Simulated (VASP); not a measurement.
Data:

```
CELL_PARAMETERS angstrom
      1.79030    -3.10090     0.00000
      1.79030     3.10090     0.00000
      0.00000     0.00000     4.66087
ATOMIC_POSITIONS crystal
  Pt 0.00000 0.00000 0.00000
  S  0.33333 0.66667 0.25860
  S  0.66667 0.33333 0.74140
```

Computed with PBE GGA with D3 dispersion (Becke-Johnson damping), VASP's PBE PAW potentials (set 64) (plane waves; VASP 6.6.1). Run with 520 eV cut-off, Gaussian smearing of 0.050 eV, potentials Pt S.

Task: Give the energies of bands 3 to 14 at the high-symmetry points, in eV from the Fermi level.

Result: 
```csv
band,Γ,M,K,A,L,H
3,-7.67,-7.76,-7.37,-7.05,-8.20,-7.01
4,-7.12,-6.32,-6.62,-7.05,-6.61,-7.01
5,-7.12,-5.74,-6.62,-5.61,-6.35,-6.52
6,-4.27,-4.32,-5.04,-4.33,-5.15,-4.75
7,-4.27,-4.13,-5.04,-4.33,-3.68,-4.75
8,-2.52,-4.09,-4.02,-3.31,-3.65,-4.68
9,-1.63,-3.63,-2.84,-2.16,-3.28,-3.83
10,-1.63,-3.54,-1.93,-2.16,-3.22,-2.59
11,0.01,-3.00,-1.93,-1.57,-1.58,-2.59
12,1.13,0.73,0.15,2.23,0.74,1.97
13,1.13,2.27,0.15,2.23,1.61,1.97
14,3.59,5.23,4.39,5.27,4.84,6.68
```

It has no gap at this level: it comes out as a metal or semimetal.

The compound is PtS2 in the 1T layered structure. It was relaxed first, which changed the volume by -5 %.
